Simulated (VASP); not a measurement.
An input for Quantum ESPRESSO's pw.x (written as the equivalent of a VASP run, and not itself run):

```
&CONTROL
  calculation = 'scf'
  pseudo_dir = './pseudo'
  outdir = './out'
  tprnfor = .true.
  tstress = .true.
/
&SYSTEM
  ibrav = 0
  nat = 1
  ntyp = 1
  ecutwfc = 88
  occupations = 'tetrahedra'
  input_dft = 'pbe'
  vdw_corr = 'grimme-d3'
  dftd3_version = 3
  dftd3_threebody = .false.
/
&ELECTRONS
  conv_thr = 7.3e-09
  electron_maxstep = 100
/
ATOMIC_SPECIES
  Na 22.990 Na.upf
CELL_PARAMETERS angstrom
    -2.0824670    2.0824670    2.0824670
     2.0824670   -2.0824670    2.0824670
     2.0824670    2.0824670   -2.0824670
ATOMIC_POSITIONS crystal
  Na   0.0000000  0.0000000  0.0000000
K_POINTS automatic
  14 14 14 0 0 0
```

Task: Translate this input to VASP (INCAR, KPOINTS, POSCAR, choice of POTCAR).

Result: This is not unique; one that fits is 
**POSCAR**
```
Na
1
   -2.0824669938     2.0824669938     2.0824669938
    2.0824669938    -2.0824669938     2.0824669938
    2.0824669938     2.0824669938    -2.0824669938
Na
1
Direct
  0.0000000000   0.0000000000   0.0000000000
```

INCAR:
```
ALGO  =  Normal
EDIFF  =  1E-7
ENCUT  =  520
GGA  =  PE
ISIF  =  2
ISMEAR  =  -5
IVDW  =  11
LASPH  =  .True.
LCHARG  =  .True.
LORBIT  =  11
LREAL  =  .False.
LWAVE  =  .False.
NEDOS  =  601
NELM  =  100
PREC  =  Accurate
SYSTEM  =  Na
```

### KPOINTS
```
Automatic mesh
0
Gamma
14 14 14
0 0 0
```

POTCAR, in this order: Na_pv (PBE.64 set). Program: vasp_std.

What does not carry over: the potentials are each code's own (VASP's PAW set, PseudoDojo norm-conserving files in pw.x), so ENCUT and ecutwfc are chosen apart and not converted; conv_thr bounds pw.x's estimated SCF error, while EDIFF bounds the energy change between steps.

The compound is Na in the bcc structure. It was relaxed first, which changed the volume by -7 %.
